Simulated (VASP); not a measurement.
```
CuO
1.0
    3.15353     0.00000     0.00000
   -1.57676     2.73104     0.00000
    0.00000     0.00000    11.88964
Cu O
1 1
Cartesian
  1.57677   0.91034   5.94482
  0.00000   1.82069   5.94482
```

Level of theory: PBEsol GGA with spin-orbit coupling, VASP's PBE PAW potentials (set 64) (plane waves; VASP 6.6.1). Numerical set-up: 520 eV cut-off, 12×12×1 Γ-centred mesh, Gaussian smearing of 0.050 eV, potentials Cu O.

The cell holds a wide vacuum, so values per volume refer to the whole cell.

Question: Give the energies of bands 7 to 20 at the high-symmetry points, in eV from the Fermi level.

Answer: 
```
band      Γ      M      K
----  -----  -----  -----
7     -3.23  -3.86  -3.85
8     -3.23  -3.86  -3.80
9     -2.04  -2.17  -2.72
10    -2.04  -2.17  -2.52
11    -1.81  -1.97  -2.22
12    -1.81  -1.97  -2.12
13    -1.77  -1.38  -1.68
14    -1.77  -1.38  -1.48
15     1.35  -0.82  -1.42
16     1.35  -0.82  -1.39
17     1.48  -0.19   0.04
18     1.48  -0.19   0.11
19     2.61   7.07   7.86
20     2.61   7.07   7.86
```

It has no gap at this level: it comes out as a metal or semimetal.

The cell is a sheet with vacuum, built from a generated structure.
